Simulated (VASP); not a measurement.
# Cd2SO: structure and properties in VASP, part 2 of 5

What structure does Cd2SO take at this level, and what are its properties? The cell is invented: it takes the structure of a Materials Project entry for Cd2SeS (space group 156 there), with some of its atoms replaced by other elements, volume scaled by an estimate. It may not be a known or stable phase. The atoms of the start are displaced at random from the sites of a P3m1 cell.

VASP 6.6.1, plane waves and PAW; the level of theory is named at each step.

Still holding for the runs below: The k-mesh is coarse for a metal. The electron count would fill whole bands, but the bands touch or overlap. That can be a semimetal, a small gap that the functional closes or, with several bands partly filled, an ordinary metal.

So far. Step 2 (Rough relaxation of the start cell): It ends with a largest force of 0.031 eV/Å and a pressure of 0.01 GPa.

The structure was built from a prototype and need not be the compound's stable phase.

## (3) Full relaxation (optB86b-vdW)

Level of this step: optB86b-vdW; plane waves and PAW (Cd, S, O); invented cell (VASP).

Properties are meant for the cell that this level of theory prefers, so cell and atoms are relaxed first (ISIF = 3) until forces and stress are small; EDIFFG sets the threshold.

Contents of INCAR:

```
SYSTEM = Cd2SO
PREC = Accurate
ENCUT = 520
EDIFF = 1E-06
NELM = 100
ISMEAR = -1
SIGMA = 0.05
LREAL = .FALSE.
ALGO = Normal
GGA = MK
AGGAC = 0
LUSE_VDW = .TRUE.
PARAM1 = 0.1234
PARAM2 = 1
LASPH = .TRUE.
NBANDS = 24
LORBIT = 11
LWAVE = .FALSE.
LCHARG = .FALSE.
KPAR = 2
IBRION = 2
NSW = 60
ISIF = 3
EDIFFG = -0.01
```

Contents of POSCAR:

```
Cd2SO
1.0
    3.8720399268     -0.0019982275      0.0004909463
   -1.9377426613      3.3552932056     -0.0075856097
    0.0007788422     -0.0135537399      6.3798648728
Cd S O
2 1 1
Direct
    0.9974276595      0.9995712424      0.4642293520
    0.3297147025      0.6614374804      0.0334021005
    0.3309216814      0.6673290530      0.6347592364
    0.9972399567      0.9961682242      0.1192733111
```

Contents of KPOINTS:

```
Automatic mesh
0
Gamma
8 8 4
0 0 0
```

The projector-augmented-wave data sets are Cd, S and O (PBE family, release 64).

Launch:

```sh
$ mpirun -np 2 vasp_std
```

The log of the run:

```text
[banner, memory and clock lines left out]
running    2 mpi-ranks, on    1 nodes
 distrk:  each k-point on    1 cores,    2 groups
 distr:  one band on    1 cores,    1 groups

 POSCAR found type information on POSCAR CdS O
 POSCAR found :  3 types and       4 ions
 [... a notice as in an earlier step ...]

 [... a notice as in an earlier step ...]

 LDA part: xc-table for (Slater+PW92), standard interpolation
 POSCAR, INCAR and KPOINTS ok, starting setup
 FFT: planning ... GRIDC
 FFT: planning ... GRID_SOFT
 FFT: planning ... GRID
 WAVECAR not read
 entering main loop
       N       E                     dE             d eps       ncg     rms          rms(c)
DAV:   1     0.264761133862E+03    0.26476E+03   -0.18600E+04  6336   0.142E+03
DAV:   2     0.619686932432E+01   -0.25856E+03   -0.24965E+03  7064   0.357E+02
DAV:   3    -0.675409265456E+01   -0.12951E+02   -0.12874E+02  7768   0.833E+01
DAV:   4    -0.685308891612E+01   -0.98996E-01   -0.98976E-01  6856   0.723E+00
DAV:   5    -0.685424522679E+01   -0.11563E-02   -0.11563E-02  7904   0.736E-01    0.135E+01
DAV:   6    -0.429956799229E+01    0.25547E+01   -0.97959E+00  7976   0.395E+01    0.104E+01
DAV:   7    -0.417829625692E+01    0.12127E+00   -0.26913E+00  6776   0.115E+01    0.655E+00
DAV:   8    -0.415504015404E+01    0.23256E-01   -0.38915E-01  7408   0.477E+00    0.128E+00
DAV:   9    -0.414809604662E+01    0.69441E-02   -0.54877E-02  7896   0.205E+00    0.298E-01
DAV:  10    -0.414797005975E+01    0.12599E-03   -0.94964E-03  6520   0.645E-01    0.132E-01
DAV:  11    -0.414816490581E+01   -0.19485E-03   -0.52418E-04  7472   0.194E-01    0.689E-02
DAV:  12    -0.414824373808E+01   -0.78832E-04   -0.11697E-04  6648   0.953E-02    0.331E-02
DAV:  13    -0.414825116314E+01   -0.74251E-05   -0.16262E-05  7648   0.445E-02    0.153E-02
DAV:  14    -0.414825218156E+01   -0.10184E-05   -0.36492E-06  5600   0.179E-02    0.600E-03
DAV:  15    -0.414825197058E+01    0.21098E-06   -0.72757E-07  4040   0.796E-03
   1 F= -.41482520E+01 E0= -.41475395E+01  d E =-.414825E+01
 curvature:   0.00 expect dE= 0.000E+00 dE for cont linesearch  0.000E+00
 trial: gam= 0.00000 g(F)=  0.999E-04 g(S)=  0.432E-04 ort = 0.000E+00 (trialstep = 0.100E+01)
 search vector abs. value=  0.143E-03
 bond charge predicted
       N       E                     dE             d eps       ncg     rms          rms(c)
DAV:   1    -0.414848183010E+01   -0.22965E-03   -0.42425E-02  6336   0.142E+00    0.806E-02
DAV:   2    -0.414841581681E+01    0.66013E-04   -0.53907E-04  7952   0.208E-01    0.374E-02
DAV:   3    -0.414838436003E+01    0.31457E-04   -0.43509E-05  7400   0.614E-02    0.228E-02
DAV:   4    -0.414837559004E+01    0.87700E-05   -0.14584E-05  7520   0.314E-02    0.892E-03
DAV:   5    -0.414837443846E+01    0.11516E-05   -0.22117E-06  4608   0.133E-02    0.443E-03
DAV:   6    -0.414837431349E+01    0.12497E-06   -0.46234E-07  3432   0.548E-03
   2 F= -.41483743E+01 E0= -.41476622E+01  d E =-.122343E-03
[...]
3 F= -.41484878E+01 E0= -.41477766E+01  d E =-.235816E-03
[...]
4 F= -.41485577E+01 E0= -.41478468E+01  d E =-.699253E-04
[...]
5 F= -.41485611E+01 E0= -.41478503E+01  d E =-.733352E-04
 curvature:  -1.23 expect dE=-0.344E-04 dE for cont linesearch -0.377E-07
 trial: gam= 0.20613 g(F)=  0.150E-04 g(S)=  0.129E-04 ort = 0.248E-05 (trialstep = 0.111E+01)
 search vector abs. value=  0.375E-04
 bond charge predicted
       N       E                     dE             d eps       ncg     rms          rms(c)
DAV:   1    -0.414864621591E+01   -0.84703E-04   -0.90031E-03  6336   0.651E-01    0.529E-02
DAV:   2    -0.414860106378E+01    0.45152E-04   -0.17922E-04  8184   0.123E-01    0.251E-02
DAV:   3    -0.414858783162E+01    0.13232E-04   -0.18998E-05  7440   0.411E-02    0.159E-02
DAV:   4    -0.414858490512E+01    0.29265E-05   -0.53723E-06  7088   0.199E-02    0.642E-03
DAV:   5    -0.414858463903E+01    0.26609E-06   -0.10957E-06  3496   0.923E-03
   6 F= -.41485846E+01 E0= -.41478732E+01  d E =-.235173E-04
 trial-energy change:   -0.000024  1 .order   -0.000026   -0.000032   -0.000020
 step:   2.9122(harm=  2.9122)  dis= 0.00223  next Energy=    -4.148603 (dE=-0.414E-04)
 reached required accuracy - stopping structural energy minimisation
```

The job ended after 3.6 min (2 MPI ranks of AMD EPYC 9R45, shared host; peak memory 1.2 GiB; 7.2 min of CPU time).

From OUTCAR (step 3):

```text
  LATTYP: Found a triclinic cell.
 ALAT       =     3.8746479399
 B/A-ratio  =     0.9993270443
 C/A-ratio  =     1.6465700669
 COS(alpha) =     0.0002499666
 COS(beta)  =     0.0038584934
 COS(gamma) =     0.5005551295

The static configuration has the point symmetry C_1 .

 Found    132 irreducible k-points:

   k-points           NKPTS =    132   k-points in BZ     NKDIM =    132   number of bands    NBANDS=     24

   dimension x,y,z NGX =    30 NGY =   30 NGZ =   48
   dimension x,y,z NGXF=    60 NGYF=   60 NGZF=   96

   ENCUT  =  520.0 eV  38.22 Ry    6.18 a.u.   7.20  7.20 11.86*2*pi/ulx,y,z

   NELECT =      36.0000    total number of electrons

 E-fermi :   1.2311

 k-point     1 :       0.0000    0.0000    0.0000
  band No.  band energies     occupation
    ...
     15      -0.2275      2.00000
     16       0.3893      2.00000
     17       0.6745      1.99997
     18       1.1546      1.64443
     19       1.1577      1.62567
     20       4.7918      0.00000
     21       7.7445      0.00000
     22       8.8737      0.00000
     23       8.8988      0.00000
     24       9.6927      0.00000

 k-point     2 :       0.1250   -0.0000    0.0000
  band No.  band energies     occupation
    ...
     14      -0.7971      2.00000
     15      -0.3611      2.00000
     16       0.1872      2.00000
     17       0.3977      2.00000
     18       1.0224      1.96972
     19       1.5552      0.00306
     20       5.3610      0.00000
     21       7.6596      0.00000
     22       8.3300      0.00000
     23       9.1315      0.00000
    ...

Total vdW correction in eV:      7.4944561

  Total       -0.0082182     -0.0053454      0.0194138      0.0001318     -0.0003401     -0.0008041
  in kB       -0.1587942     -0.1032853      0.3751194      0.0025464     -0.0065716     -0.0155377
  external PRESSURE =       0.0376800 kB  Pullay stress =       0.0000000 kB

  energy-cutoff  :      520.00
  volume of cell :       82.92
      direct lattice vectors                 reciprocal lattice vectors
     3.871169862 -0.000825475  0.001754792     0.258351658  0.149337962  0.000070572
    -1.936296572  3.349756455 -0.005311163     0.000063497  0.298566459  0.000371965
     0.002858863 -0.007967919  6.395145982    -0.000070838  0.000206982  0.156368886

 POSITION                                       TOTAL-FORCE (eV/Angst)
 -----------------------------------------------------------------------------------
      1.92736      3.34333      2.96580         0.000931     -0.000910     -0.004980
     -0.00414      2.21652      0.20271         0.000338      0.004550      0.001876
     -0.00886      2.22967      4.05631         0.000493     -0.002272      0.008543
      1.93112      3.33460      0.76675        -0.001762     -0.001368     -0.005440
 -----------------------------------------------------------------------------------
    total drift:                                0.000585      0.000853     -0.001265

  FREE ENERGIE OF THE ION-ELECTRON SYSTEM (eV)
  ---------------------------------------------------
  free  energy   TOTEN  =        -4.1485846390 eV

  energy  without entropy=       -4.1471616792  energy(sigma->0) =       -4.14787316

Total vdW correction in eV:      7.4944525

 total charge
# of ion       s       p       d       tot
------------------------------------------
    1        0.430   0.350   9.578  10.358
    2        0.367   0.242   9.598  10.207
    3        1.332   2.405   0.000   3.737
    4        1.560   3.320   0.000   4.880
--------------------------------------------------
tot          3.689   6.318  19.176  29.183

[... 2 parts as in an earlier step ...]

[... 7 further parts left out ...]
```

CONTCAR:

```
Cd2SO
   1.00000000000000
     3.8711698624665707   -0.0008254751888986    0.0017547921472930
    -1.9362965715200140    3.3497564552145613   -0.0053111634974033
     0.0028588626597366   -0.0079679188668162    6.3951459824907921
  Cd              S               O
     2     1     1
Direct
     0.9974317822103496    0.9994323675200724    0.4643145227265395
     0.3299560326456732    0.6618530284026206    0.0321567231209481
     0.3309716223974707    0.6672133620159435    0.6347432857007320
     0.9969445628465021    0.9960072420613629    0.1204494684517785
```

The steps of the relaxation:

| step | energy less that of the first step (eV) | largest force (eV/Å) | pressure (GPa) | volume (Å³) |
| --- | --- | --- | --- | --- |
| 1 | 0.0000 | 0.0303 | 0.01 | 82.86 |
| 2 | -0.0001 | 0.0265 | 0.01 | 82.88 |
| 3 | -0.0002 | 0.0263 | -0.01 | 82.94 |
| 4 | -0.0003 | 0.0160 | -0.01 | 82.94 |
| 5 | -0.0003 | 0.0130 | -0.01 | 82.94 |
| 6 | -0.0003 | 0.0089 | 0.00 | 82.92 |

| cell as run | before | after | change |
| --- | --- | --- | --- |
| a (Å) | 3.872 | 3.871 | -0.0 % |
| b (Å) | 3.875 | 3.869 | -0.1 % |
| c (Å) | 6.380 | 6.395 | +0.2 % |
| α (°) | 90.22 | 90.15 | -0.1 % |
| β (°) | 89.99 | 89.95 | -0.0 % |
| volume (Å³/atom) | 20.72 | 20.73 | +0.1 % |

The relaxed structure:

```cif
data_structure
_symmetry_space_group_name_H-M 'P 1'
_symmetry_Int_Tables_number 1
_cell_length_a 3.8712
_cell_length_b 3.8691
_cell_length_c 6.3952
_cell_angle_alpha 90.153
_cell_angle_beta 89.948
_cell_angle_gamma 120.042
_cell_volume 82.92
loop_
_atom_site_label
_atom_site_type_symbol
_atom_site_fract_x
_atom_site_fract_y
_atom_site_fract_z
_atom_site_occupancy
Cd1 Cd 0.99743 0.99943 0.46431 1
Cd2 Cd 0.32996 0.66185 0.03216 1
S3 S 0.33097 0.66721 0.63474 1
O4 O 0.99694 0.99601 0.12045 1
```

This step gave:

```yaml
irreducible_k_points: 132
free_energy_toten: -4.149 eV
energy_at_zero_smearing: -4.148 eV
fermi_energy: 1.231 eV
pressure: 0.003768 GPa
scf_cycles_over_all_ionic_steps: 40
```

It ends with a largest force of 0.009 eV/Å and a pressure of 0.00 GPa.

(Continued in part 3 of 5.)

[Lines on the potential files, build, host, timing and source positions are cut from VASP's logs without a mark.]

[Logs are printed without paths, hosts, clocks, repeated set-up lines and the standing remarks that a program may print on its own settings, such as how far it seeks lower states.]

[Hosts, paths, dates, database ids (printed as entryN), source tags and the programs' standing remarks are cut or masked in the printed files.]

[A measured line is paired with the nearest computed mode of its activity, which favours agreement.]

[In band tables of VASP the shares of atoms and orbitals are scaled to a sum of 1 inside the atoms' spheres.]
